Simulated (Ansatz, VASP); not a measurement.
**PtSe2 in two plane-wave programs**

Aim: how closely do two programs agree when they are given the same cell, functional and k mesh? The cell is taken from a series of runs on this material, whose earlier steps may have relaxed, scaled, displaced or heated it; both programs get it as it stands.

Program: Ansatz 0.2.0. Level of theory: plane waves, with VASP 6.6.1 beside it; G0W0 gap at LDA. Results are calculated unless marked as measured.

### Step 1. Set-up

The cell holds 3 atoms: 1 Pt and 2 Se. Its edges and angles: a = 3.675 Å, b = 3.675 Å, c = 28.400 Å, α = 90.0°, β = 90.0°, γ = 120.0°. Vacuum lies along c.

Coordinates:

```
Pt Se
1.0
     3.67549    0.00000    0.00000
    -1.83775    3.18307    0.00000
     0.00000    0.00000   28.40000
Pt Se
1 2
Direct
  0.00000 0.00000 0.50000
  0.33333 0.66667 0.54537
  0.66667 0.33333 0.45463
```

### Step 2. VASP: G0W0 gap, LDA

Quasiparticle shifts depend on high empty states and on the cores, so they are the hardest test of two PAW sets.

Lines of VASP's logs that name or quote its potential files are left out, and so is its time.

The run reads the wave functions of an earlier VASP run, which isn't shown here.

INCAR

```
SYSTEM = PtSe2
PREC = Accurate
ENCUT = 340
ISMEAR = 0
SIGMA = 0.01
LREAL = .FALSE.
GGA = CA
NBANDS = 192
LASPH = .TRUE.
ALGO = EVGW0
NELMGW = 1
ENCUTGW = 38
NOMEGA = 64
PRECFOCK = Fast
NBANDSGW = 24
LWAVE = .FALSE.
LCHARG = .FALSE.
```

POSCAR

```
PtSe2
1.0
    3.6754923933      0.0000000000      0.0000000000
   -1.8377461967      3.1830697840      0.0000000000
    0.0000000000      0.0000000000     28.4000000000
Pt Se
1 2
Direct
    0.0000000000      0.0000000000      0.5000000000
    0.3333333333      0.6666666667      0.5453674991
    0.6666666667      0.3333333333      0.4546325009
```

KPOINTS

```
Automatic mesh
0
Gamma
6 6 1
0 0 0
```

PAW data sets: Pt_sv_GW and Se_GW (LDA family, release 64).

Command:

```console
mpirun -np 8 vasp_std
```

Numbers of over 12 decimals in the logs are rounded to 6 here.

The log of the run:

```text
[banner, memory and clock lines left out]
running    8 mpi-ranks, on    1 nodes
 distrk:  each k-point on    8 cores,    1 groups
 distr:  one band on    1 cores,    8 groups

 POSCAR found type information on POSCAR PtSe
 POSCAR found :  2 types and       3 ions
|                                                                             |
|           W    W    AA    RRRRR   N    N  II  N    N   GGGG   !!!           |
|           W    W   A  A   R    R  NN   N  II  NN   N  G    G  !!!           |
|           W    W  A    A  R    R  N N  N  II  N N  N  G       !!!           |
|           W WW W  AAAAAA  RRRRR   N  N N  II  N  N N  G  GGG   !            |
|           WW  WW  A    A  R   R   N   NN  II  N   NN  G    G                |
|           W    W  A    A  R    R  N    N  II  N    N   GGGG   !!!           |
|                                                                             |
|     For optimal performance we recommend to set                             |
|       NCORE = 2 up to number-of-cores-per-socket                            |
|     NCORE specifies how many cores store one orbital (NPAR=cpu/NCORE).      |
|     This setting can greatly improve the performance of VASP for DFT.       |
|     The default, NCORE=1 might be grossly inefficient on modern             |
|     multi-core architectures or massively parallel machines. Do your        |
|     Unfortunately you need to use the default for GW and RPA                |
|     calculations (for HF NCORE is supported but not extensively tested      |
|     yet).                                                                   |
|                                                                             |

|                                                                             |
|           W    W    AA    RRRRR   N    N  II  N    N   GGGG   !!!           |
|           W    W   A  A   R    R  NN   N  II  NN   N  G    G  !!!           |
|           W    W  A    A  R    R  N N  N  II  N N  N  G       !!!           |
|           W WW W  AAAAAA  RRRRR   N  N N  II  N  N N  G  GGG   !            |
|           WW  WW  A    A  R   R   N   NN  II  N   NN  G    G                |
|           W    W  A    A  R    R  N    N  II  N    N   GGGG   !!!           |
|                                                                             |
|     The default for ENCUTGWSOFT is different in this version of VASP.       |
|     please manually set ENCUTGWSOFT =38 in the INCAR file.                  |
|                                                                             |

 LDA part: xc-table for (Slater(with rela. corr.)+CA(PZ))
 , standard interpolation
 found WAVECAR, reading the header
 POSCAR, INCAR and KPOINTS ok, starting setup
 FFT: planning ... GRIDC
 FFT: planning ... GRID_SOFT
 FFT: planning ... GRID
 reading WAVECAR
 the WAVECAR file was read successfully
 initial charge from wavefunction
 available memory per node:     33.55 GB, setting MAXMEM to     34358

 The Fermi energy was updated, please check that it is located mid-gap
 values below the HOMO (VB) or above the LUMO (CB) will cause erroneous energies
 E-fermi :  -3.0450

 calculate exact exchange contribution
 the WAVEDER file was read successfully
|                                                                             |
|           W    W    AA    RRRRR   N    N  II  N    N   GGGG   !!!           |
|           W    W   A  A   R    R  NN   N  II  NN   N  G    G  !!!           |
|           W    W  A    A  R    R  N N  N  II  N N  N  G       !!!           |
|           W WW W  AAAAAA  RRRRR   N  N N  II  N  N N  G  GGG   !            |
|           WW  WW  A    A  R   R   N   NN  II  N   NN  G    G                |
|           W    W  A    A  R    R  N    N  II  N    N   GGGG   !!!           |
|                                                                             |
|     Automatic setting of frequency mesh for GW failed. Frequency mesh       |
|     properly not suitable for determining QP energies. Consider             |
|     increasing number of kpoints.                                           |
|                                                                             |

energies w=
    0.000    0.000    1.024    0.000    2.045    0.000    3.063    0.000
    4.075    0.000    5.079    0.000    6.074    0.000    7.058    0.000
    8.032    0.000    8.993    0.000    9.942    0.000   10.879    0.000
   11.803    0.000   12.716    0.000   13.617    0.000   14.508    0.000
   15.389    0.000   16.261    0.000   17.126    0.000   17.985    0.000
   18.839    0.000   19.690    0.000   20.539    0.000   21.387    0.000
   22.237    0.000   23.091    0.000   23.950    0.000   24.816    0.000
   25.691    0.000   26.578    0.000   27.479    0.000   28.397    0.000
   29.334    0.000   30.294    0.000   31.280    0.000   32.295    0.000
   33.345    0.000   34.432    0.000   35.563    0.000   36.742    0.000
   37.977    0.000   39.275    0.000   40.644    0.000   42.093    0.000
   43.633    0.000   45.279    0.000   47.043    0.000   48.945    0.000
   51.006    0.000   53.250    0.000   55.708    0.000   58.418    0.000
   61.424    0.000   64.785    0.000   68.571    0.000   72.874    0.000
   77.812    0.000   83.543    0.000   90.277    0.000   98.305    0.000
  108.040    0.000  120.088    0.000  135.378    0.000  155.401    0.000
 responsefunction array rank=     192
 LDA part: xc-table for (Slater(with rela. corr.)+CA(PZ))
 , standard interpolation

 min. memory requirement per mpi rank    255.8 MB, per node   2046.1 MB

 allocating   8 responsefunctions rank=   192
 shmem allocating  64 responsefunctions rank=   192
 response function shared by NCSHMEM nodes    1
 Doing            8  frequencies on each core in blocks of           64
NQ=   1    0.0000    0.0000    0.0000,
|.........|.........|.........|.........|.........|.........|.........|.........
 performed        255000 updates of chi_q(r,r)
 total number of BLAS operations         57.04 Gflops
NQ=   2    0.1667   -0.0000    0.0000,
|.........|.........|.........|.........|.........|.........|.........|.........
 performed        722000 updates of chi_q(r,r)
 total number of BLAS operations        161.38 Gflops
NQ=   3    0.3333    0.0000    0.0000,
|.........|.........|.........|.........|.........|.........|.........|.........
 performed       1189000 updates of chi_q(r,r)
 total number of BLAS operations        273.35 Gflops
NQ=   4    0.5000   -0.0000    0.0000,
|.........|.........|.........|.........|.........|.........|.........|.........
 performed       1536000 updates of chi_q(r,r)
 total number of BLAS operations        373.80 Gflops
NQ=   5    0.1667    0.1667    0.0000,
|.........|.........|.........|.........|.........|.........|.........|.........
 performed       2003000 updates of chi_q(r,r)
 total number of BLAS operations        479.39 Gflops
NQ=   6    0.3333    0.1667    0.0000,
|.........|.........|.........|.........|.........|.........|.........|.........
 performed       2525000 updates of chi_q(r,r)
 total number of BLAS operations        614.94 Gflops
NQ=   7    0.3333    0.3333    0.0000,
|.........|.........|.........|.........|.........|.........|.........|.........
 performed       2826000 updates of chi_q(r,r)
 total number of BLAS operations        703.93 Gflops
 resolving degeneracies of screened two electron integrals

 calculate QP shifts <psi_nk| G(iteration)W_0 |psi_nk>: iteration 1
 entering main loop
```

OUTCAR, selected parts (step 2):

```text
ion  position               nearest neighbor table
   1  0.000  0.000  0.500-   2 2.48   3 2.48   3 2.48   2 2.48   3 2.48   2 2.48
   2  0.333  0.667  0.545-   1 2.48   1 2.48   1 2.48
   3  0.667  0.333  0.455-   1 2.48   1 2.48   1 2.48

  LATTYP: Found a hexagonal cell.
 ALAT       =     3.6754923933
 C/A-ratio  =     7.7268558770

 Subroutine GETGRP returns: Found 12 space group operations
 (whereof 12 operations were pure point group operations)

The static configuration has the point symmetry D_3d.

 Found      7 irreducible k-points:

   k-points           NKPTS =      7   k-points in BZ     NKDIM =     36   number of bands    NBANDS=    192

   dimension x,y,z NGX =    24 NGY =   24 NGZ =  180
   dimension x,y,z NGXF=    48 NGYF=   48 NGZF=  360

   ENCUT  =  340.0 eV  24.99 Ry    5.00 a.u.   5.53  5.53 42.70*2*pi/ulx,y,z

   NELECT =      30.0000    total number of electrons

  energy-cutoff  :      340.00
  volume of cell :      332.26
      direct lattice vectors                 reciprocal lattice vectors
     3.675492393  0.000000000  0.000000000     0.272072390  0.157081068  0.000000000
    -1.837746197  3.183069784  0.000000000     0.000000000  0.314162135  0.000000000
     0.000000000  0.000000000 28.400000000     0.000000000  0.000000000  0.035211268

 k-points in reciprocal lattice and weights: Automatic mesh
   0.00000000  0.00000000  0.00000000       0.028
   0.16666667 -0.00000000  0.00000000       0.167
   0.33333333  0.00000000  0.00000000       0.167
   0.50000000 -0.00000000  0.00000000       0.083
   0.16666667  0.16666667  0.00000000       0.167
   0.33333333  0.16666667  0.00000000       0.333
   0.33333333  0.33333333  0.00000000       0.056

 E-fermi :  -3.0450

 QP shifts <psi_nk| G(iteration)W_0 |psi_nk>: iteration 1
 for sc-GW calculations column KS-energies equals QP-energies in previous step
 and V_xc(KS)=  KS-energies - (<T + V_ion + V_H > + <T+V_H+V_ion>^1  + <V_x>^1)
 k-point   1 :       0.0000    0.0000    0.0000
  band No.  KS-energies  QP-energies   sigma(KS)   V_xc(KS)     V^pw_x(r,r')   Z            occupation Imag(sigma)
    ...
     12      -5.1207      -5.4645     -17.3419     -16.8973     -20.5813       0.7732       2.0000       0.4821
     13      -4.5666      -4.8932     -11.6461     -11.2347     -13.0108       0.7937       2.0000       0.3235
     14      -3.8739      -3.9271     -13.1323     -13.0654     -14.4000       0.7944       2.0000       0.2329
     15      -3.8739      -3.9271     -13.1323     -13.0654     -14.4000       0.7944       2.0000       0.2329
     16      -0.7490       0.8990     -13.8157     -15.8600     -12.0157       0.8061       0.0000      -0.3311
     17      -0.7490       0.8990     -13.8157     -15.8600     -12.0157       0.8061       0.0000      -0.3311
     18       0.7438       1.7169      -5.4841      -6.6090      -3.1260       0.8651       0.0000      -0.2916
     19       1.3699       2.2901      -6.2051      -7.2748      -3.6808       0.8602       0.0000      -0.2928
    ...

 k-point   2 :       0.1667   -0.0000    0.0000
  band No.  KS-energies  QP-energies   sigma(KS)   V_xc(KS)     V^pw_x(r,r')   Z            occupation Imag(sigma)
    ...
     12      -5.8807      -6.1877     -16.6599     -16.2642     -19.7931       0.7759       2.0000       0.5060
     13      -4.1363      -4.3972     -13.7553     -13.4249     -15.4955       0.7899       2.0000       0.2991
     14      -4.0549      -4.2773     -14.1094     -13.8274     -15.9109       0.7886       2.0000       0.2892
     15      -3.9500      -4.0514     -14.2279     -14.0999     -15.8726       0.7924       2.0000       0.2596
     16      -2.2161      -0.7922     -13.1792     -14.9381     -11.6840       0.8096       0.0000      -0.2057
     17      -1.1069       0.5074     -13.4510     -15.4573     -11.5967       0.8047       0.0000      -0.3103
     18       1.6126       2.2510      -3.9450      -4.6672      -2.0005       0.8840       0.0000      -0.2768
     19       1.9455       2.2375      -2.7365      -3.0599      -1.1325       0.9029       0.0000      -0.2377
    ...

 k-point   3 :       0.3333    0.0000    0.0000
  band No.  KS-energies  QP-energies   sigma(KS)   V_xc(KS)     V^pw_x(r,r')   Z            occupation Imag(sigma)
    ...
     12      -6.2698      -6.6229     -17.5844     -17.1267     -21.0936       0.7713       2.0000       0.5436
     13      -5.3158      -5.5719     -16.4645     -16.1363     -19.0495       0.7805       2.0000       0.3956
     14      -4.7789      -4.9942     -15.2866     -15.0137     -17.5373       0.7889       2.0000       0.3375
     15      -4.4656      -4.7499     -14.5419     -14.1794     -16.6179       0.7844       2.0000       0.3369
     16      -2.0512      -0.6187     -13.2551     -15.0333     -11.6640       0.8055       0.0000      -0.2298
     17      -1.1523       0.4644     -13.4463     -15.4603     -11.5222       0.8027       0.0000      -0.3221
     18       1.1017       2.4886      -8.6683     -10.3286      -5.7496       0.8353       0.0000      -0.3653
     19       2.7456       3.8521      -6.6635      -7.9554      -4.0199       0.8565       0.0000      -0.3773
    ...

 k-point   4 :       0.5000   -0.0000    0.0000
  band No.  KS-energies  QP-energies   sigma(KS)   V_xc(KS)     V^pw_x(r,r')   Z            occupation Imag(sigma)
    ...
     12      -6.3097      -6.6305     -19.9403     -19.5193     -23.9755       0.7619       2.0000       0.5639
     13      -5.9191      -6.2329     -18.5810     -18.1736     -22.2422       0.7701       2.0000       0.5354
     14      -5.8056      -6.0947     -13.0489     -12.6855     -15.0181       0.7956       2.0000       0.3734
     15      -5.3446      -5.7112     -12.3997     -11.9355     -14.2338       0.7897       2.0000       0.3873
     16      -1.3693       0.2185     -13.9274     -15.9048     -11.9626       0.8030       0.0000      -0.3215
     17      -1.0272       0.6055     -13.6232     -15.6516     -11.6648       0.8049       0.0000      -0.3404
     18       0.8528       2.2976      -9.5477     -11.2950      -6.6899       0.8269       0.0000      -0.3563
     19       2.1928       3.4725      -7.5651      -9.0892      -4.3732       0.8397       0.0000      -0.4001
    ...

[... 3 further parts left out ...]
```

[end of part 1 of 2]

[Lines on the potential files, build, host, timing and source positions are cut from VASP's logs without a mark.]

[Logs are printed without paths, hosts, clocks, repeated set-up lines and the standing remarks that a program may print on its own settings, such as how far it seeks lower states.]

[Hosts, paths, dates, database ids (printed as entryN), source tags and the programs' standing remarks are cut or masked in the printed files.]
